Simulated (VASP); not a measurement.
Input:

```
PbSe
1.0
    3.76296     0.00000     0.00000
    0.00000     3.76296     0.00000
    0.00000     0.00000     3.76296
Pb Se
1 1
Direct
  0.00000   0.00000   0.00000
  0.50000   0.50000   0.50000
```

All values below come from r2SCAN meta-GGA, VASP's PBE PAW potentials (set 64) (plane waves; VASP). Settings: 400 eV cut-off, 11×11×11 Γ-centred mesh, tetrahedra with Blöchl corrections, potentials Pb_d Se.

**Question.** Give the energies of bands 7 to 13 at the high-symmetry points, in eV from the Fermi level.

**Answer.** 
```json
[
 {"band": "7", "Γ": "-7.08", "X": "-9.23", "M": "-7.65", "R": "-6.56"},
 {"band": "8", "Γ": "-1.54", "X": "-0.25", "M": "-4.46", "R": "-2.40"},
 {"band": "9", "Γ": "-1.54", "X": "-0.25", "M": "-4.46", "R": "-2.40"},
 {"band": "10", "Γ": "-1.54", "X": "-0.17", "M": "0.01", "R": "-2.40"},
 {"band": "11", "Γ": "5.71", "X": "0.52", "M": "4.57", "R": "-0.39"},
 {"band": "12", "Γ": "5.71", "X": "3.72", "M": "4.57", "R": "-0.39"},
 {"band": "13", "Γ": "6.59", "X": "3.72", "M": "5.38", "R": "-0.39"}
]
```

It has no gap at this level: it comes out as a metal or semimetal.

The structure was generated: PbSe was put into the CsCl type (Pm-3m), which need not be its known phase. It was relaxed first, which changed the volume by +11 %.
